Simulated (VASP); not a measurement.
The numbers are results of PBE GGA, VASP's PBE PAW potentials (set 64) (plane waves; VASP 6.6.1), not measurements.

The input files of a VASP run:

**INCAR**
```
ALGO=Normal
EDIFF=1E-6
ENCUT=400
GGA=PE
ISMEAR=0
LASPH=.TRUE.
LCHARG=.TRUE.
LMAXMIX=4
LREAL=.FALSE.
LWAVE=.FALSE.
NELM=100
PREC=Accurate
SIGMA=0.05
SYSTEM=MgZn3Te4
```

POSCAR:
```
MgZn3Te4
1
    6.2622070058     0.0000000000    -0.0000000000
   -0.0000000000     6.2622070058     0.0000000000
    0.0000000000    -0.0000000000     6.2622070058
Zn Te Mg
3 4 1
Direct
  0.0000000000   1.0000000000   1.0000000000
  0.5000000000   0.5000000000   1.0000000000
  0.5000000000   1.0000000000   0.5000000000
  0.2566147776   0.2433852224   0.2433852224
  0.7433852224   0.7566147776   0.2433852224
  0.7433852224   0.2433852224   0.7566147776
  0.2566147776   0.7566147776   0.7566147776
  0.0000000000   0.5000000000   0.5000000000
```

KPOINTS:
```
kpoints
0
Gamma
  3 3 3
0 0 0
```

POTCAR, in this order: Zn Te Mg (PBE.64 set). Program: vasp_std.

Question: What will the output report for the number of irreducible k-points (NKPTS), largest plane-wave count, number of space-group operations, FFT grid (NGX, NGY, NGZ)?

Answer: 
```
Item                                          Result
--------------------------------------  ------------
number of irreducible k-points (NKPTS)             4
largest plane-wave count                        4492
number of space-group operations                  24
FFT grid (NGX, NGY, NGZ)                42 × 42 × 42
```

The structure was generated: MgZn3Te4 was put into an ordered model structure (P-43m), which need not be its known phase. It was relaxed first.
